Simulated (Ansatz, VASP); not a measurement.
# Two plane-wave programs on SrCaSO

```xyz
4
Lattice="3.9338 0.0000 0.0000 0.0000 3.9338 0.0000 0.0000 0.0000 5.5612" Properties=species:S:1:pos:R:3 pbc="T T T"
Sr    0.0000    0.0000    0.0000
Ca    1.9669    1.9669    2.7806
S     1.9669    1.9669    0.0000
O     0.0000    0.0000    2.7806
```

The cell comes from a database or a generator and needn't be the stable form of this composition.

Alike in both runs: task relaxation of cell and atoms; functional PBE; k mesh 8 × 8 × 6; occupations gaussian, width 0.02 eV; no spin polarisation.

```csv
,VASP,Ansatz
version,VASP 6.6.1,Ansatz 0.2.0
potentials or method,"VASP PAW PBE potentials, release 64 (Sr_sv, Ca_sv, S, O)","scalar-relativistic, plane waves, PAW"
plane-wave cutoff (eV),600,420
valence electrons in the cell,32,32
```

VASP gave:

| Item | Value |
| --- | --- |
| gap on the k mesh at the Fermi level, each at its own relaxed structure (eV) | 2.19 |
| relaxed volume (Å³/atom) | 21.72 |
| relaxed cell length with the largest relative difference (Å) | 5.377 |
| energy change over the relaxation (meV/atom) | -15 |

What did Ansatz give for the same quantities?

gap on the k mesh at the Fermi level, each at its own relaxed structure (eV): 2.20; relaxed volume (Å³/atom): 21.64; relaxed cell length with the largest relative difference (Å): 5.370; energy change over the relaxation (meV/atom): -14.

A k mesh can miss the band edges.
